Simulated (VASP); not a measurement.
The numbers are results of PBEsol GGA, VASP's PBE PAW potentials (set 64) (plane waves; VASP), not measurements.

The input files of a VASP run:

### INCAR
```
NSW  =  60
LASPH  =  T   ! aspherical one-centre terms
EDIFFG  =  -0.01   ! ionic stop
PREC  =  Accurate
ISMEAR  =  1   ! Methfessel-Paxton
LMAXMIX  =  4
NELM  =  100
SIGMA  =  0.1   ! width (eV)
LREAL  =  F
ENCUT  =  400   ! plane-wave cut-off (eV)
IBRION  =  2   ! conjugate gradients
SYSTEM  =  Sb
LCHARG  =  F
ISIF  =  3   ! ions, shape and volume
GGA  =  PS   ! PBEsol
EDIFF  =  1E-6
ALGO  =  Normal
LWAVE  =  F
```

**KPOINTS**
```
Automatic mesh
0
Gamma
12 12 12
0 0 0
```

POSCAR:
```
Sb
1
   -0.0000000000     2.3593230357     2.3593230357
    2.3593230357    -0.0000000000     2.3593230357
    2.3593230357     2.3593230357    -0.0000000000
Sb
1
Direct
  0.0000000000   0.0000000000   0.0000000000
```

POTCAR, in this order: Sb (PBE.64 set). Program: vasp_std.

The resulting files:

OSZICAR:
```
       N       E                     dE             d eps       ncg     rms          rms(c)
DAV:   1     0.478622445327E+01    0.47862E+01   -0.14626E+03   888   0.433E+02
DAV:   2    -0.416285602207E+01   -0.89491E+01   -0.84469E+01  1224   0.644E+01
DAV:   3    -0.429959329378E+01   -0.13674E+00   -0.13523E+00   990   0.857E+00
DAV:   4    -0.430012882678E+01   -0.53553E-03   -0.53552E-03  1224   0.726E-01
DAV:   5    -0.430013088804E+01   -0.20613E-05   -0.20612E-05  1062   0.305E-02    0.172E+00
DAV:   6    -0.429557570029E+01    0.45552E-02   -0.20419E-03  1038   0.284E-01    0.979E-01
DAV:   7    -0.429306985086E+01    0.25058E-02   -0.40558E-03   942   0.398E-01    0.376E-02
DAV:   8    -0.429306333104E+01    0.65198E-05   -0.34288E-05  1128   0.609E-02    0.738E-03
DAV:   9    -0.429306331403E+01    0.17011E-07   -0.34733E-07   942   0.624E-03
   1 F= -.42930633E+01 E0= -.42926077E+01  d E =-.429306E+01
```

**OUTCAR**
```
------------------------ aborting loop because EDIFF is reached ----------------------------------------
  FORCE on cell =-STRESS in cart. coord.  units (eV):
  Direction    XX          YY          ZZ          XY          YZ          ZX
  --------------------------------------------------------------------------------------
  Total        0.0000828      0.0000828      0.0000828      0.0000000     -0.0000000      0.0000000
  in kB        0.0050495      0.0050495      0.0050495      0.0000000     -0.0000000      0.0000000
  external PRESSURE =       0.0050495 kB  Pullay stress =       0.0000000 kB
  volume of cell :       26.27
      direct lattice vectors                 reciprocal lattice vectors
     0.000000000  2.359323036  2.359323036    -0.211925197  0.211925197  0.211925197
     2.359323036  0.000000000  2.359323036     0.211925197 -0.211925197  0.211925197
     2.359323036  2.359323036  0.000000000     0.211925197  0.211925197 -0.211925197
 POSITION                                       TOTAL-FORCE (eV/Angst)
 -----------------------------------------------------------------------------------
      0.00000      0.00000      0.00000         0.000000      0.000000      0.000000
 -----------------------------------------------------------------------------------
    total drift:                                0.000000     -0.000000     -0.000000
  FREE ENERGIE OF THE ION-ELECTRON SYSTEM (eV)
  ---------------------------------------------------
  free  energy   TOTEN  =        -4.2930633140 eV

  energy  without entropy=       -4.2916964039  energy(sigma->0) =       -4.29260768

 reached required accuracy - stopping structural energy minimisation
```
(Selected blocks of OUTCAR.)

The structure was generated: Sb was put into the fcc type (Fm-3m), which need not be its known phase. It was relaxed first. The start is the result of an earlier pass.
